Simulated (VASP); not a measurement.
TlBr (CsCl type), at 0.96 of the tabulated volume:

```xyz
2
Lattice="3.9361 0.0000 0.0000 0.0000 3.9361 0.0000 0.0000 0.0000 3.9361" Properties=species:S:1:pos:R:3 pbc="T T T"
Tl     0.0000     0.0000     0.0000
Br     1.9680     1.9680     1.9680
```

The lowest empty band near R, direction [111], from PBE with spin-orbit coupling in VASP (PAW); its two spin partners are averaged. The gap over the points computed is 1.20 eV, and the next band on that side lies 1.10 eV away at the edge.

Settings: 400 eV cut-off, 8×8×8 Γ-centred mesh, Gaussian smearing of 0.050 eV, potentials Tl_d Br.

| distance from the edge in k (1/Å) | distance in energy (meV) |
|---|---|
| 0.018 | 4.3 |
| 0.025 | 8.2 |
| 0.035 | 16.0 |
| 0.050 | 32.3 |
| 0.070 | 62.1 |

Problem. Fit E(1 + αE) = ħ²k²/2m* (ħ²/2m0 = 3.810 eV Å²) and predict the row at 0.095 1/Å.

Solution. Least squares on the energies gives the electron mass m* = 0.289 m0 and α = 0.67 per eV, and so 110.9 meV. The run gave 110.6 meV, -0.3 meV from the fit.

Left out are points under 3 meV from the edge, since the levels carry 0.1 meV, and points farther than half the way to the next band.

The compound is TlBr in the CsCl type structure. The cell was not relaxed at this level.
